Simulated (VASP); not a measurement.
```yaml
crystal:
  lattice:
    - [0.00000, 2.73394, 2.73394]
    - [2.73394, 0.00000, 2.73394]
    - [2.73394, 2.73394, 0.00000]
  atoms:
    - { symbol: Ce, position: [0.00000, 0.00000, 0.00000] }
    - { symbol: O, position: [0.25000, 0.25000, 0.25000] }
    - { symbol: O, position: [0.75000, 0.75000, 0.75000] }
```

Level of theory: PW91 GGA, VASP's PBE PAW potentials (set 64) (plane waves; VASP). Run with 520 eV cut-off, 7×7×7 Γ-centred mesh, Gaussian smearing of 0.050 eV, potentials Ce O.

Task: What does the run give for the energy per atom (σ→0)?

Result: 
```
Property                        Value
---------------------  --------------
energy per atom (σ→0)  -8.800 eV/atom
```

The compound is CeO2 in the fluorite structure. It was relaxed first. The run is not spin-polarised, so no magnetic state was tried.
